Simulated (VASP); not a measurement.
Calculation: PBE GGA, VASP's PBE PAW potentials (set 64) (plane waves; VASP 6.6.1).

Input for VASP

### INCAR
```
! general
SYSTEM =Cd
PREC   =Accurate
ENCUT  =400   ! plane-wave cut-off (eV)
LREAL  =F   ! projection in real space or not
LASPH  =T   ! aspherical one-centre terms

! electronic loop
EDIFF  =1E-6
NELM   =100   ! most electronic steps
ALGO   =Damped
LMAXMIX=4

! smearing
ISMEAR =1
SIGMA  =0.1   ! width (eV)

! functional
GGA    =PE

! ions
ISIF   =2

! output
LWAVE  =F
LCHARG =F
```

### POSCAR
```
Cd
1
    1.5198000000    -2.6323710000     0.0000000000
    1.5198000000     2.6323710000     0.0000000000
    0.0000000000     0.0000000000     5.7324000000
Cd
2
Direct
  0.3333330000   0.6666670000   0.2500000000
  0.6666670000   0.3333330000   0.7500000000
```

**KPOINTS**
```
Automatic mesh
0
Gamma
12 12 6
0 0 0
```

POTCAR, in this order: Cd (PBE.64 set). Program: vasp_std.

What VASP printed:

**OSZICAR**
```
       N       E                     dE             d eps       ncg     rms           ort
DAV:   1     0.270965714736E+03    0.27097E+03   -0.10830E+04  1216   0.128E+03
DAV:   2     0.316128366302E+02   -0.23935E+03   -0.22836E+03  1216   0.453E+02
DAV:   3     0.132522668405E+01   -0.30288E+02   -0.30091E+02  1216   0.155E+02
DAV:   4    -0.134161286367E+01   -0.26668E+01   -0.26463E+01  1216   0.522E+01
DAV:   5    -0.154920759327E+01   -0.20759E+00   -0.20703E+00  1216   0.131E+01
SDA:   6    -0.135004195704E+01    0.19917E+00   -0.26539E+00  1216   0.663E+00   0.000E+00
DMP:   7    -0.146916228481E+01   -0.11912E+00   -0.10159E-01  1216   0.506E-01  -0.660E-01
DMP:   8    -0.146809593207E+01    0.10664E-02   -0.35371E-01  1216   0.100E+00  -0.311E-01
DMP:   9    -0.148722621211E+01   -0.19130E-01   -0.26622E-02  1216   0.391E-02   0.719E-02
DMP:  10    -0.148619257512E+01    0.10336E-02   -0.35264E-02  1216   0.133E-01  -0.118E-01
DMP:  11    -0.148862578511E+01   -0.24332E-02   -0.13751E-02  1216   0.219E-02   0.326E-02
DMP:  12    -0.148902834835E+01   -0.40256E-03   -0.13339E-03  1216   0.916E-03  -0.153E-02
DMP:  13    -0.148912496155E+01   -0.96613E-04   -0.30033E-03  1216   0.695E-03   0.146E-03
DMP:  14    -0.148927158907E+01   -0.14663E-03   -0.12294E-04  1216   0.243E-04   0.167E-04
DMP:  15    -0.148925905887E+01    0.12530E-04   -0.27776E-04  1216   0.101E-03  -0.819E-04
DMP:  16    -0.148927966725E+01   -0.20608E-04   -0.10786E-04  1216   0.178E-04   0.240E-04
DMP:  17    -0.148928472018E+01   -0.50529E-05   -0.11044E-05  1216   0.671E-05  -0.103E-04
DMP:  18    -0.148928543925E+01   -0.71907E-06   -0.24715E-05  1216   0.586E-05   0.833E-06
DMP:  19    -0.148928615585E+01   -0.71659E-06   -0.23098E-06  1216   0.272E-06   0.800E-06
   1 F= -.14892862E+01 E0= -.14895154E+01  d E =0.687681E-03
```

File OUTCAR:
```
------------------------ aborting loop because EDIFF is reached ----------------------------------------
  FORCE on cell =-STRESS in cart. coord.  units (eV):
  Direction    XX          YY          ZZ          XY          YZ          ZX
  --------------------------------------------------------------------------------------
  Total       -0.4958626     -0.4958627      0.2069513      0.0000000      0.0000000      0.0000000
  in kB      -17.3209597    -17.3209621      7.2290091      0.0000000      0.0000000      0.0000000
  external PRESSURE =      -9.1376376 kB  Pullay stress =       0.0000000 kB
  volume of cell :       45.87
      direct lattice vectors                 reciprocal lattice vectors
     1.519800000 -2.632371000  0.000000000     0.328990657 -0.189942831  0.000000000
     1.519800000  2.632371000  0.000000000     0.328990657  0.189942831  0.000000000
     0.000000000  0.000000000  5.732400000     0.000000000  0.000000000  0.174447003
 POSITION                                       TOTAL-FORCE (eV/Angst)
 -----------------------------------------------------------------------------------
      1.51980      0.87746      1.43310        -0.000000      0.000000      0.000000
      1.51980     -0.87746      4.29930         0.000000     -0.000000      0.000000
 -----------------------------------------------------------------------------------
    total drift:                                0.000013      0.000207      0.000002
  FREE ENERGIE OF THE ION-ELECTRON SYSTEM (eV)
  ---------------------------------------------------
  free  energy   TOTEN  =        -1.4892861558 eV

  energy  without entropy=       -1.4899738364  energy(sigma->0) =       -1.48951538
```
(Selected blocks of OUTCAR.)

**OUTCAR**
```
 val. band max:        2.5695981681   @ k =   0.4167   0.0000   0.0000

 cond. band min:       2.6575075224   @ k =   0.3333   0.3333   0.1667


 Fermi energy:         2.6111319169

 k-point     1 :       0.0000    0.0000    0.0000
  band No.  band energies     occupation
      1      -7.0881      2.00000
      2      -6.8615      2.00000
      3      -6.5562      2.00000
      4      -6.5562      2.00000
      5      -6.5123      2.00000
      6      -6.5123      2.00000
      7      -6.0974      2.00000
      8      -6.0974      2.00000
      9      -5.9053      2.00000
     10      -5.8762      2.00000
     11      -5.8762      2.00000
     12      -0.5078      2.00000
     13      -0.2120      2.00000
     14      12.7576      0.00000
     15      16.7781      0.00000
     16      16.8869      0.00000

 k-point     2 :       0.0833    0.0000    0.0000
  band No.  band energies     occupation
      1      -7.0271      2.00000
      2      -6.8129      2.00000
      3      -6.5762      2.00000
      4      -6.5318      2.00000
      5      -6.4996      2.00000
      6      -6.4574      2.00000
      7      -6.1425      2.00000
      8      -6.1163      2.00000
      9      -5.9510      2.00000
     10      -5.8752      2.00000
     11      -5.7534      2.00000
     12      -0.4045      2.00000
     13       0.0356      2.00000
     14      12.9669      0.00000
     15      14.3674      0.00000
     16      16.3421      0.00000

 k-point     3 :       0.1667    0.0000    0.0000
  band No.  band energies     occupation
      1      -6.9293      2.00000
      2      -6.7319      2.00000
      3      -6.6324      2.00000
      4      -6.5049      2.00000
      5      -6.3413      2.00000
      6      -6.3051      2.00000
      7      -6.2892      2.00000
      8      -6.1655      2.00000
      9      -6.1085      2.00000
     10      -5.8762      2.00000
     11      -5.2482      2.00000
     12      -0.0711      2.00000
     13       0.7290      2.00000
...
```

The all-band solver leaves the empty bands unoptimised.

The compound is Cd in the hcp structure. The cell was not relaxed at this level. The run is one of a series of settings (ALGO = Damped against the base run), some of them coarse on purpose.
